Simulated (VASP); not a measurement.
Computed with r2SCAN+rVV10, VASP's PBE PAW potentials (set 64) (plane waves; VASP).

VASP input:

### INCAR
```
SYSTEM = Nb
PREC = Accurate
ENCUT = 520
EDIFF = 1E-7
NELM = 100
ALGO = Normal
LREAL = .FALSE.
LASPH = .TRUE.
ISMEAR = 1
SIGMA = 0.1
METAGGA = R2SCAN
LUSE_VDW = .TRUE.
BPARAM = 11.95
CPARAM = 0.0093
LMIXTAU = .TRUE.
LMAXMIX = 4
LWAVE = .FALSE.
LCHARG = .FALSE.
ISIF = 2
```

File KPOINTS:
```
Automatic mesh
0
Gamma
15 15 15
0 0 0
```

File POSCAR:
```
Nb
1.0
 -1.6648016450   1.6648016450   1.6648016450
  1.6648016450  -1.6648016450   1.6648016450
  1.6648016450   1.6648016450  -1.6648016450
Nb
1
direct
  0.0000000000   0.0000000000   0.0000000000
```

POTCAR, in this order: Nb_sv (PBE.64 set). Program: vasp_std.

The resulting files:

File OUTCAR:
```
 ion  position               nearest neighbor table
   1  0.000  0.000  0.000-
  LATTYP: Found a body centered cubic cell.
 ALAT       =     3.3296032900
 Subroutine PRICEL returns:
 Original cell was already a primitive cell.
 Subroutine GETGRP returns: Found 48 space group operations
The static configuration has the point symmetry O_h .
The dynamic configuration has the point symmetry O_h .
 Subroutine INISYM returns: Found 48 space group operations
 Subroutine IBZKPT returns following result:
 Found    120 irreducible k-points:

 Following reciprocal coordinates:
            Coordinates               Weight
  0.000000  0.000000  0.000000      1.000000
  0.066667  0.000000  0.000000     12.000000
  0.133333  0.000000  0.000000     12.000000
  0.200000  0.000000  0.000000     12.000000
  0.266667  0.000000  0.000000     12.000000
  0.333333  0.000000  0.000000     12.000000
  0.400000  0.000000  0.000000     12.000000
  0.466667  0.000000  0.000000     12.000000
  0.066667  0.066667  0.000000     24.000000
  0.133333  0.066667  0.000000     48.000000
  0.200000  0.066667 -0.000000     48.000000
  0.266667  0.066667  0.000000     48.000000
  0.333333  0.066667  0.000000     48.000000
  0.400000  0.066667  0.000000     48.000000
  0.466667  0.066667  0.000000     24.000000
  0.133333  0.133333  0.000000     24.000000
  0.200000  0.133333 -0.000000     48.000000
  0.266667  0.133333  0.000000     48.000000
  0.333333  0.133333  0.000000     48.000000
  0.400000  0.133333  0.000000     48.000000
  0.200000  0.200000  0.000000     24.000000
  0.266667  0.200000  0.000000     48.000000
  0.333333  0.200000  0.000000     48.000000
  0.400000  0.200000  0.000000     24.000000
  0.266667  0.266667  0.000000     24.000000
  0.333333  0.266667  0.000000     48.000000
  0.333333  0.333333  0.000000      8.000000
  0.066667  0.066667  0.066667      8.000000
  0.133333  0.066667  0.066667     24.000000
  0.200000  0.066667  0.066667     24.000000
  0.266667  0.066667  0.066667     24.000000
  0.333333  0.066667  0.066667     24.000000
  0.400000  0.066667  0.066667     24.000000
 -0.066667  0.066667  0.066667      6.000000
  0.133333  0.133333  0.066667     24.000000
  0.200000  0.133333  0.066667     48.000000
  0.266667  0.133333  0.066667     48.000000
  0.333333  0.133333  0.066667     48.000000
  0.400000  0.133333  0.066667     24.000000
 -0.133333  0.133333  0.066667     24.000000
   k-points           NKPTS =    120   k-points in BZ     NKDIM =    120   number of bands    NBANDS=     10
   number of dos      NEDOS =    301   number of ions     NIONS =      1
   total plane-waves  NPLWV =  13824
   dimension x,y,z NGX =    24 NGY =   24 NGZ =   24
   dimension x,y,z NGXF=    48 NGYF=   48 NGZF=   48
   ions per type =               1
   PREC   = accura    normal or accurate (medium, high low for compatibility)
   ISTART =      0    job   : 0-new  1-cont  2-samecut
   ICHARG =      2    charge: 1-file 2-atom 10-const
   ISPIN  =      1    spin polarized calculation?
   LNONCOLLINEAR =      F non collinear calculations
   LSORBIT =      F    spin-orbit coupling
   INIWAV =      1    electr: 0-lowe 1-rand  2-diag
   ENCUT  =  520.0 eV  38.22 Ry    6.18 a.u.   5.36  5.36  5.36*2*pi/ulx,y,z
   NELM   =    100;   NELMIN=  2; NELMDL= -5     # of ELM steps
   EDIFF  = 0.1E-06   stopping-criterion for ELM
   LREAL  =      F    real-space projection
   NLSPLINE    = F    spline interpolate recip. space projectors
   LMAXMIX     =    4 max onsite mixed and CHGCAR
   VOSKOWN=      0    Vosko Wilk Nusair interpolation
...
```

OSZICAR:
```
       N       E                     dE             d eps       ncg     rms          rms(c)
DAV:   1     0.102988534024E+03    0.10299E+03   -0.77764E+03  2416   0.133E+03
DAV:   2    -0.252073767541E+02   -0.12820E+03   -0.12504E+03  2598   0.467E+02
DAV:   3    -0.310301176609E+02   -0.58227E+01   -0.55689E+01  3672   0.821E+01
DAV:   4    -0.313775697214E+02   -0.34745E+00   -0.34391E+00  3416   0.181E+01
DAV:   5    -0.313935526830E+02   -0.15983E-01   -0.15971E-01  3852   0.294E+00    0.102E+01
DAV:   6    -0.238251466296E+02    0.75684E+01   -0.46453E+00  3530   0.320E+01    0.131E+00
DAV:   7    -0.248616582389E+02   -0.10365E+01   -0.32195E-01  3098   0.662E+00    0.116E+00
DAV:   8    -0.242214435363E+02    0.64021E+00   -0.64809E-01  3676   0.107E+01    0.134E+00
DAV:   9    -0.246104396113E+02   -0.38900E+00   -0.41569E-01  2716   0.668E+00    0.629E-01
DAV:  10    -0.246185451138E+02   -0.81055E-02   -0.16815E-02  3236   0.140E+00    0.158E-01
DAV:  11    -0.246177853584E+02    0.75976E-03   -0.76280E-03  2468   0.142E+00    0.110E-01
DAV:  12    -0.246193457488E+02   -0.15604E-02   -0.21880E-03  2472   0.674E-01    0.853E-02
DAV:  13    -0.246195373614E+02   -0.19161E-03   -0.15523E-04  3532   0.145E-01    0.531E-02
DAV:  14    -0.246195369206E+02    0.44084E-06   -0.46977E-05  2848   0.838E-02    0.376E-02
DAV:  15    -0.246195697374E+02   -0.32817E-04   -0.91900E-05  3660   0.133E-01    0.264E-02
DAV:  16    -0.246195587653E+02    0.10972E-04   -0.31015E-05  3780   0.670E-02    0.101E-02
DAV:  17    -0.246195600886E+02   -0.13232E-05   -0.15339E-06  2610   0.165E-02    0.436E-03
DAV:  18    -0.246195589060E+02    0.11826E-05   -0.45429E-07  2914   0.763E-03    0.134E-03
DAV:  19    -0.246195587222E+02    0.18376E-06   -0.65351E-08  1362   0.447E-03    0.101E-03
DAV:  20    -0.246195585731E+02    0.14911E-06   -0.59028E-08  1304   0.406E-03    0.171E-04
DAV:  21    -0.246195585790E+02   -0.58546E-08   -0.16986E-08  1302   0.182E-03
   1 F= -.24619559E+02 E0= -.24618994E+02  d E =-.169457E-02
```

**OUTCAR**
```
------------------------ aborting loop because EDIFF is reached ----------------------------------------
  FORCE on cell =-STRESS in cart. coord.  units (eV):
  Direction    XX          YY          ZZ          XY          YZ          ZX
  --------------------------------------------------------------------------------------
  Total       -0.5951911     -0.5951911     -0.5951911      0.0000000      0.0000000     -0.0000000
  in kB      -51.6677461    -51.6677461    -51.6677461      0.0000000      0.0000000     -0.0000000
  external PRESSURE =     -51.6677461 kB  Pullay stress =       0.0000000 kB
  volume of cell :       18.46
      direct lattice vectors                 reciprocal lattice vectors
    -1.664801645  1.664801645  1.664801645     0.000000000  0.300336080  0.300336080
     1.664801645 -1.664801645  1.664801645     0.300336080  0.000000000  0.300336080
     1.664801645  1.664801645 -1.664801645     0.300336080  0.300336080  0.000000000
 POSITION                                       TOTAL-FORCE (eV/Angst)
 -----------------------------------------------------------------------------------
      0.00000      0.00000      0.00000        -0.000000     -0.000000      0.000000
 -----------------------------------------------------------------------------------
    total drift:                               -0.000000      0.000000      0.000000
  FREE ENERGIE OF THE ION-ELECTRON SYSTEM (eV)
  ---------------------------------------------------
  free  energy   TOTEN  =       -24.6195585790 eV

  energy  without entropy=      -24.6178640088  energy(sigma->0) =      -24.61899372
```
(Selected blocks of OUTCAR.)

OUTCAR:
```
 val. band max:       10.8026810474   @ k =  -0.4667   0.4667   0.2000

 cond. band min:      10.8104125120   @ k =   0.1333   0.0000   0.0000


 Fermi energy:        10.8070648470

 k-point     1 :       0.0000    0.0000    0.0000
  band No.  band energies     occupation
      1     -45.3921      2.00000
      2     -19.9836      2.00000
      3     -19.9836      2.00000
      4     -19.9836      2.00000
      5       4.5264      2.00000
      6      11.2384     -0.00000
      7      11.2384     -0.00000
      8      11.2384     -0.00000
      9      14.2788      0.00000
     10      14.2788      0.00000

 k-point     2 :       0.0667    0.0000    0.0000
  band No.  band energies     occupation
      1     -45.3817      2.00000
      2     -20.0462      2.00000
      3     -20.0025      2.00000
      4     -19.9841      2.00000
      5       4.7141      2.00000
      6      11.1218     -0.00008
      7      11.2077     -0.00000
      8      11.4155     -0.00000
      9      14.1013      0.00000
     10      14.2783      0.00000

 k-point     3 :       0.1333    0.0000    0.0000
  band No.  band energies     occupation
      1     -45.3524      2.00000
      2     -20.2207      2.00000
      3     -20.0555      2.00000
      4     -19.9855      2.00000
      5       5.2416      2.00000
      6      10.8104      0.94337
      7      11.0718     -0.00117
      8      11.9371     -0.00000
      9      13.7752      0.00000
     10      14.2898      0.00000

 k-point     4 :       0.2000    0.0000    0.0000
  band No.  band energies     occupation
      1     -45.3089      2.00000
      2     -20.4715      2.00000
      3     -20.1326      2.00000
      4     -19.9877      2.00000
      5       5.9901      2.00000
      6      10.3925      2.00000
      7      10.8152      0.86333
      8      12.7727     -0.00000
      9      13.6426      0.00000
     10      14.3427      0.00000

 k-point     5 :       0.2667    0.0000    0.0000
...
```

The compound is Nb in the bcc structure. This cell is one point of a volume scan, at 1.03 of the reference volume.
